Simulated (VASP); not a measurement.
Here is the system:

```
CELL_PARAMETERS angstrom
      4.61502     0.00000     0.00000
      0.00000     4.61502     0.00000
      0.00000     0.00000     2.96060
ATOMIC_POSITIONS crystal
  Ti 0.00000 0.00000 0.00000
  Ti 0.50000 0.50000 0.50000
  O  0.30423 0.30423 0.00000
  O  0.80423 0.19577 0.50000
  O  0.19577 0.80423 0.50000
  O  0.69577 0.69577 0.00000
```

Calculation: rev-vdW-DF2, VASP's PBE PAW potentials (set 64) (plane waves; VASP 6.6.1). Run with 520 eV cut-off, 6×6×8 Γ-centred mesh, tetrahedra with Blöchl corrections, potentials Ti_sv O.

The cores are frozen, which limits the accuracy of field gradients.

Task: Give the principal components of the electric field gradient (V/Å²) and the asymmetry η at each nucleus.

Result: 
```tsv
atom	Vxx	Vyy	Vzz	η
Ti1	13.3	6.5	-19.8	0.34
Ti2	13.3	6.5	-19.8	0.34
O3	-20.2	-1.3	21.5	0.88
O4	-20.2	-1.3	21.5	0.88
O5	-20.2	-1.3	21.5	0.88
O6	-20.2	-1.3	21.5	0.88
```

The compound is TiO2 in the rutile structure. It was relaxed first.
